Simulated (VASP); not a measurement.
Given:

```yaml
crystal:
  lattice:
    - [0.00000, 1.72881, 1.72881]
    - [1.72881, 0.00000, 1.72881]
    - [1.72881, 1.72881, 0.00000]
  atoms:
    - { symbol: Ni, position: [0.00000, 0.00000, 0.00000], spin: 0.6 }
```

These are PBEsol GGA, VASP's PBE PAW potentials (set 64) (plane waves; VASP 6.6.1) values and carry that method's errors. Settings: 400 eV cut-off, Gaussian smearing of 0.050 eV, potentials Ni.

Q: Give the spin-up energies of bands 1 to 6 at the high-symmetry points, in eV from the Fermi level.

A: 
```
band      Γ      X      U      L      W
----  -----  -----  -----  -----  -----
1     -9.43  -4.98  -4.24  -5.14  -4.03
2     -2.56  -4.47  -3.96  -2.55  -3.26
3     -2.56  -0.52  -2.23  -2.55  -3.26
4     -2.56  -0.42  -1.12  -0.57  -1.37
5     -1.29  -0.42  -0.70  -0.57  -0.42
6     -1.29   2.42   5.90  -0.44   7.99
```

Q: Give the spin-down energies of bands 1 to 6 at the high-symmetry points, in eV from the Fermi level.

A: 
```csv
band,Γ,X,U,L,W
1,-9.44,-4.64,-3.83,-4.74,-3.65
2,-1.85,-3.90,-3.45,-1.95,-2.69
3,-1.85,0.09,-1.65,-1.95,-2.69
4,-1.85,0.39,-0.55,-0.48,-0.81
5,-0.71,0.39,0.10,0.15,0.39
6,-0.71,2.40,6.12,0.15,8.18
```

It has no gap at this level: it comes out as a metal or semimetal.

The compound is Ni in the fcc structure. It was relaxed first, which changed the volume by -5 %.
